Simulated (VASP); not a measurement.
Runs of VASP 6.6.1 on HoO. The structure is hexagonal, space group P-6m2 (No. 187). Conventional cell: a = 3.064 Å, b = 3.064 Å, c = 2.990 Å, α = 90.00°, β = 90.00°, γ = 120.00°. Ho (site symmetry -6m2) is surrounded by 6 O at 2.32 Å. O (site symmetry -6m2) has 6 Ho at 2.32 Å as nearest neighbours. The cell comes from a database or a generator and needn't be the stable form of this composition.

```csv
level,spin,U,gap on the mesh (eV),pressure (GPa),moment (μB)
r2SCAN+U,"collinear, ferromagnetic start",Ho f U = 4 eV,none,33.2,4.82
PBEsol+U,off,Ho f U = 7 eV,none,23.2,-
r2SCAN+U,off,Ho f U = 4 eV,none,(a),-
r2SCAN+U,off,Ho f U = 2 eV,none,30.6,-
r2SCAN+U,"collinear, zero start",Ho f U = 4 eV,none,28.5,3.74
```

Alike in all rows: task single point; potentials or basis VASP PAW PBE potentials, release 64 (Ho, O); cell as given; k mesh 7 × 7 × 6; cutoff (eV) 520; smearing gaussian 0.05 eV.

Problem. Estimate the missing entries.

Solution. (a) 27.9.

Caveats: the PAW data sets were made with another functional, which shifts forces and pressure a little; a pressure of tens of GPa on the cell as given is suspect, and the run, the potentials or the cell itself is likely at fault (some runs); an odd number of electrons without spin polarisation forces a metal (some runs); a magnetic or distorted state may lie lower (some runs); U without spin polarisation on a metal has little footing (some runs); the magnetic or orbital state may not be the lowest (some runs); spin-orbit coupling is left out, which moves the levels of the heavy elements (some runs).

A k mesh can miss the band edges, and the runs leave out spin-orbit coupling on Ho.

A gap of «none» marks a metal or a gap under the smearing width.

Not every run made on this cell is shown here.
